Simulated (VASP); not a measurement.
Consider the following.

```yaml
crystal:
  lattice:
    - [-1.59606, 1.59606, 3.91358]
    - [1.59606, -1.59606, 3.91358]
    - [1.59606, 1.59606, -3.91358]
  atoms:
    - { symbol: Si, position: [0.66493, 0.66493, 0.00000] }
    - { symbol: Si, position: [0.33507, 0.33507, 0.00000] }
    - { symbol: Mo, position: [0.00000, 0.00000, 0.00000] }
```

The numbers are results of PBEsol GGA, VASP's PBE PAW potentials (set 64) (plane waves; VASP 6.6.1), not measurements. Run with 520 eV cut-off, 13×13×13 Γ-centred mesh, first-order Methfessel-Paxton smearing of 0.10 eV, potentials Si Mo_sv.

**Question.** Predict the energy per atom (σ→0), band gap (on the k-mesh) with the smallest direct gap where there is one.

**Answer.** 
The band gap (on the k-mesh) is none (metal, semimetal or under 0.01 eV) and the energy per atom (σ→0) is -8.360 eV/atom.

The compound is MoSi2 in the MoSi2 type structure. It was relaxed first.
